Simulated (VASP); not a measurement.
Output of a VASP run:

**OSZICAR**
```
       N       E                     dE             d eps       ncg     rms          rms(c)
DAV:   1     0.102148682861E+03    0.10215E+03   -0.69054E+03   104   0.112E+03
DAV:   2     0.554228185306E+00   -0.10159E+03   -0.99028E+02   104   0.300E+02
DAV:   3    -0.644981147262E+01   -0.70040E+01   -0.69727E+01   129   0.857E+01
DAV:   4    -0.663316170195E+01   -0.18335E+00   -0.18318E+00   132   0.164E+01
DAV:   5    -0.664301185352E+01   -0.98502E-02   -0.98493E-02   143   0.312E+00    0.388E+00
DAV:   6    -0.652247671109E+01    0.12054E+00   -0.22427E-01   137   0.738E+00    0.230E+00
DAV:   7    -0.650850187825E+01    0.13975E-01   -0.94195E-02   134   0.283E+00    0.696E-01
DAV:   8    -0.651156153965E+01   -0.30597E-02   -0.10461E-02   137   0.126E+00    0.259E-01
DAV:   9    -0.651262883621E+01   -0.10673E-02   -0.12072E-03   119   0.299E-01    0.115E-01
DAV:  10    -0.651289794723E+01   -0.26911E-03   -0.21920E-04   124   0.134E-01    0.388E-02
DAV:  11    -0.651297333967E+01   -0.75392E-04   -0.12702E-04   119   0.984E-02    0.173E-02
DAV:  12    -0.651297382056E+01   -0.48089E-06   -0.16681E-06   119   0.983E-03
   1 F= -.65129738E+01 E0= -.65115455E+01  d E =-.285671E-02
```

File OUTCAR:
```
------------------------ aborting loop because EDIFF is reached ----------------------------------------
  FORCE on cell =-STRESS in cart. coord.  units (eV):
  Direction    XX          YY          ZZ          XY          YZ          ZX
  --------------------------------------------------------------------------------------
  Total        0.8327768      0.8327768      0.8327768     -0.0000000      0.0000000      0.0000000
  in kB       18.4830516     18.4830516     18.4830516     -0.0000000      0.0000000      0.0000000
  external PRESSURE =      18.4830516 kB  Pullay stress =       0.0000000 kB
  volume of cell :       72.19
      direct lattice vectors                 reciprocal lattice vectors
     0.000000000  3.304800000  3.304800000    -0.151295086  0.151295086  0.151295086
     3.304800000  0.000000000  3.304800000     0.151295086 -0.151295086  0.151295086
     3.304800000  3.304800000  0.000000000     0.151295086  0.151295086 -0.151295086
  FREE ENERGIE OF THE ION-ELECTRON SYSTEM (eV)
  ---------------------------------------------------
  free  energy   TOTEN  =        -6.5129738206 eV

  energy  without entropy=       -6.5101171109  energy(sigma->0) =       -6.51154547
```
(Selected blocks of OUTCAR.)

File POSCAR:
```
InSb
1
    0.0000000000     3.3048000000     3.3048000000
    3.3048000000     0.0000000000     3.3048000000
    3.3048000000     3.3048000000     0.0000000000
In Sb
1 1
Direct
  0.0000000000   0.0000000000   0.0000000000
  0.2500000000   0.2500000000   0.2500000000
```

Write an INCAR and KPOINTS that could have produced this output.

This is not unique; one that fits is the input of the run itself, PBE GGA, plane waves, VASP's PBE PAW potentials (set 64).

**INCAR**
```
SYSTEM = InSb
PREC = Accurate; ENCUT = 400; LREAL = F
LASPH = T; KSPACING = 0.6; KGAMMA = T
EDIFF = 1E-6; NELM = 100; ALGO = Normal
LMAXMIX = 4
ISMEAR = 0; SIGMA = 0.05
GGA = PE
ISIF = 2
LWAVE = F; LCHARG = F
```

POTCAR, in this order: In_d Sb (PBE.64 set). Program: vasp_std.

The compound is InSb in the zinc blende structure. The cell was not relaxed at this level. The run is one of a series of settings (KGAMMA = .TRUE., KSPACING = 0.6, KPOINTS file removed against the base run), some of them coarse on purpose.
